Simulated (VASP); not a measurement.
Output of a VASP run:

OSZICAR:
```
       N       E                     dE             d eps       ncg     rms          rms(c)
DAV:   1     0.138652790683E+02    0.13865E+02   -0.75049E+03   934   0.101E+03
DAV:   2    -0.762138648852E+02   -0.90079E+02   -0.85510E+02  1055   0.249E+02
DAV:   3    -0.791924329472E+02   -0.29786E+01   -0.29594E+01  1060   0.477E+01
DAV:   4    -0.792090814143E+02   -0.16648E-01   -0.16727E-01  1034   0.358E+00
DAV:   5    -0.792093017345E+02   -0.22032E-03   -0.22032E-03  1060   0.376E-01    0.572E+00
DAV:   6    -0.739617347437E+02    0.52476E+01   -0.27776E+00   960   0.225E+01    0.726E+00
DAV:   7    -0.741767980259E+02   -0.21506E+00   -0.20004E-01   910   0.524E+00    0.446E+00
DAV:   8    -0.740721425187E+02    0.10466E+00   -0.72633E-02   985   0.293E+00    0.181E+00
DAV:   9    -0.741965172438E+02   -0.12437E+00   -0.82191E-02   985   0.295E+00    0.439E-01
DAV:  10    -0.741962507847E+02    0.26646E-03   -0.31215E-03   960   0.514E-01    0.276E-01
DAV:  11    -0.741963149651E+02   -0.64180E-04   -0.22463E-03   950   0.476E-01    0.178E-01
DAV:  12    -0.741963989829E+02   -0.84018E-04   -0.73235E-04   990   0.297E-01    0.739E-02
DAV:  13    -0.741968342516E+02   -0.43527E-03   -0.64014E-04   975   0.260E-01    0.156E-02
DAV:  14    -0.741968429076E+02   -0.86560E-05   -0.30175E-05   960   0.477E-02    0.137E-02
DAV:  15    -0.741968512051E+02   -0.82975E-05   -0.33537E-05   985   0.602E-02    0.951E-03
DAV:  16    -0.741968646414E+02   -0.13436E-04   -0.15511E-05   985   0.419E-02    0.228E-03
DAV:  17    -0.741968658895E+02   -0.12481E-05   -0.10622E-06   675   0.115E-02    0.185E-03
DAV:  18    -0.741968658785E+02    0.10999E-07   -0.21246E-07   475   0.508E-03
   1 F= -.74196866E+02 E0= -.74196201E+02  d E =-.741969E+02
       N       E                     dE             d eps       ncg     rms          rms(c)
DAV:   1    -0.742026988408E+02   -0.58330E-02   -0.13166E-01   970   0.440E+00    0.621E-01
DAV:   2    -0.741973943871E+02    0.53045E-02   -0.14277E-02   920   0.170E+00    0.189E-01
DAV:   3    -0.741971439394E+02    0.25045E-03   -0.10686E-03   965   0.385E-01    0.187E-01
DAV:   4    -0.741966699805E+02    0.47396E-03   -0.84462E-04   955   0.275E-01    0.375E-02
DAV:   5    -0.741970144946E+02   -0.34451E-03   -0.10756E-04   935   0.115E-01    0.280E-02
DAV:   6    -0.741970234286E+02   -0.89340E-05   -0.91340E-06   995   0.265E-02    0.200E-02
DAV:   7    -0.741970637276E+02   -0.40299E-04   -0.60002E-05   960   0.896E-02    0.302E-03
DAV:   8    -0.741970711997E+02   -0.74721E-05   -0.15283E-05   920   0.383E-02    0.659E-03
DAV:   9    -0.741970719591E+02   -0.75939E-06   -0.18324E-07   485   0.402E-03
   2 F= -.74197072E+02 E0= -.74196403E+02  d E =-.206081E-03
```

**OUTCAR**
```
------------------------ aborting loop because EDIFF is reached ----------------------------------------
  FORCE on cell =-STRESS in cart. coord.  units (eV):
  Direction    XX          YY          ZZ          XY          YZ          ZX
  --------------------------------------------------------------------------------------
  Total       -0.0165022     -0.0165022     -0.0165022     -0.0000000      0.0000000     -0.0000000
  in kB       -0.4825296     -0.4825296     -0.4825296     -0.0000000      0.0000000     -0.0000000
  external PRESSURE =      -0.4825296 kB  Pullay stress =       0.0000000 kB
  volume of cell :       54.79
      direct lattice vectors                 reciprocal lattice vectors
     3.798185005  0.000000000  0.000000000     0.263283647 -0.000000000 -0.000000000
     0.000000000  3.798185005  0.000000000    -0.000000000  0.263283647 -0.000000000
     0.000000000  0.000000000  3.798185005     0.000000000  0.000000000  0.263283647
 POSITION                                       TOTAL-FORCE (eV/Angst)
 -----------------------------------------------------------------------------------
      0.00000      0.00000      0.00000        -0.000000      0.000000      0.000000
      1.89909      1.89909      1.89909         0.000000     -0.000000      0.000000
 -----------------------------------------------------------------------------------
    total drift:                               -0.000000      0.000000     -0.000000
  FREE ENERGIE OF THE ION-ELECTRON SYSTEM (eV)
  ---------------------------------------------------
  free  energy   TOTEN  =       -74.1970719591 eV

  energy  without entropy=      -74.1950658763  energy(sigma->0) =      -74.19640326

 reached required accuracy - stopping structural energy minimisation
```
(Selected blocks of OUTCAR.)

### POSCAR
```
HgTe
1
    3.7901722393    -0.0000000000     0.0000000000
    0.0000000000     3.7901722393     0.0000000000
   -0.0000000000    -0.0000000000     3.7901722393
Hg Te
1 1
Direct
  0.0000000000   0.0000000000   0.0000000000
  0.5000000000   0.5000000000   0.5000000000
```

### Question
Reconstruct the remaining input files.

### Answer
This is not unique; one that fits is the input of the run itself, r2SCAN meta-GGA, plane waves, VASP's PBE PAW potentials (set 64).

**KPOINTS**
```
Automatic mesh
0
Gamma
9 9 9
0 0 0
```

INCAR:
```
ALGO=Normal
EDIFF=1E-6
EDIFFG=-0.01
ENCUT=400
IBRION=2
ISIF=3
ISMEAR=1
LASPH=.TRUE.
LCHARG=.FALSE.
LMAXMIX=6
LMIXTAU=.TRUE.
LREAL=.FALSE.
LWAVE=.FALSE.
METAGGA=R2SCAN
NELM=100
NSW=60
PREC=Accurate
SIGMA=0.1
SYSTEM=HgTe
```

POTCAR, in this order: Hg Te (PBE.64 set). Program: vasp_std.

The structure was generated: HgTe was put into the CsCl type (Pm-3m), which need not be its known phase. This run relaxes it. Symmetry was kept, so distortions that lower it aren't found. The start is the result of an earlier pass.
